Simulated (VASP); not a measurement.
Here is the system:

```
CELL_PARAMETERS angstrom
      0.00000     3.49557     2.16875
      1.25312     0.00000     2.16875
      1.25312     3.49557     0.00000
ATOMIC_POSITIONS crystal
  B  0.00009 0.00009 0.99991
  N  0.66661 0.66661 0.33339
```

These are PBEsol GGA, VASP's PBE PAW potentials (set 64) (plane waves; VASP) values and carry that method's errors. Settings: 520 eV cut-off, Gaussian smearing of 0.050 eV, potentials B N.

Without a dispersion term in the relaxation, distances and binding between the weakly bound layers, chains or molecules are unreliable, and so is what depends on them.

Task: Give the energies of bands 2 to 6 at the high-symmetry points, in eV from the valence-band maximum.

Result: 
```csv
band,Γ,Y,T,Z,Σ0,C0,L
2,-4.55,-6.23,-8.95,-9.14,-8.22,-8.16,-9.05
3,-1.46,-1.48,-4.30,-4.26,-6.92,-7.05,-4.26
4,-1.46,-1.45,-1.54,-0.58,-0.59,-0.47,-1.08
5,4.61,9.37,3.67,5.65,4.07,4.87,4.47
6,11.37,11.34,9.73,9.23,12.05,12.81,9.65
```

The gap is indirect, 3.67 eV, from the valence maximum at A0-Z at 0.22 to the conduction minimum at T.

The structure comes from a computed database's BN entry (Fmm2); how it stands against other phases isn't given here. It was relaxed first.
